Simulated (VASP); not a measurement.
A convergence study with VASP on NaH (rock salt): one setting is varied, all else stays as given below, so the limit is that of these other settings. Each run relaxes cell and ions from the cell shown.

```yaml
crystal:
  lattice:
    - [0.00000, 2.44000, 2.44000]
    - [2.44000, 0.00000, 2.44000]
    - [2.44000, 2.44000, 0.00000]
  atoms:
    - { symbol: Na, position: [0.00000, 0.00000, 0.00000] }
    - { symbol: H, position: [0.50000, 0.50000, 0.50000] }
```

Level of theory: PBE GGA, VASP's PBE PAW potentials (set 64) (plane waves; VASP 6.6.1). The tightest run used: 550 eV cut-off, 13×13×13 Γ-centred mesh, Gaussian smearing of 0.050 eV, potentials Na_pv H.

Gaps are read on the run's mesh, which can miss a band edge.

Problem. The settings run are 2×2×2 mesh; 3×3×3 mesh; 4×4×4 mesh; 5×5×5 mesh; 6×6×6 mesh; 7×7×7 mesh; 9×9×9 mesh; 10×10×10 mesh; 11×11×11 mesh; 12×12×12 mesh; 13×13×13 mesh. From which on does the relaxed volume stay within 0.05 Å³/atom of the tightest run?

Solution. From 3×3×3 mesh on: it is off by 0.036 there and by no more than 0.05 in any finer run, while 2×2×2 mesh is off by 1.083.
```tsv
setting	relaxed volume (Å³/atom)	E (eV/atom)	gap on the mesh (eV)	irreducible k-points	difference judged (Å³/atom)
2×2×2 mesh	15.189	-2.3794	3.672	3	1.083
3×3×3 mesh	14.070	-2.5513	5.862	4	0.036
4×4×4 mesh	14.103	-2.5440	3.762	8	0.003
5×5×5 mesh	14.106	-2.5439	4.611	10	0.000
6×6×6 mesh	14.106	-2.5440	3.807	16	0.000
7×7×7 mesh	14.105	-2.5440	4.239	20	0.001
9×9×9 mesh	14.106	-2.5440	4.065	35	0.000
10×10×10 mesh	14.106	-2.5440	3.779	47	0.000
11×11×11 mesh	14.106	-2.5440	3.962	56	0.000
12×12×12 mesh	14.106	-2.5440	3.761	72	0.000
13×13×13 mesh	14.106	-2.5440	3.915	84	0.000
```

Left out are rungs that failed or repeat a setting and relaxations that didn't move; long series are thinned to 24 rows.

The compound is NaH in the rock salt structure.
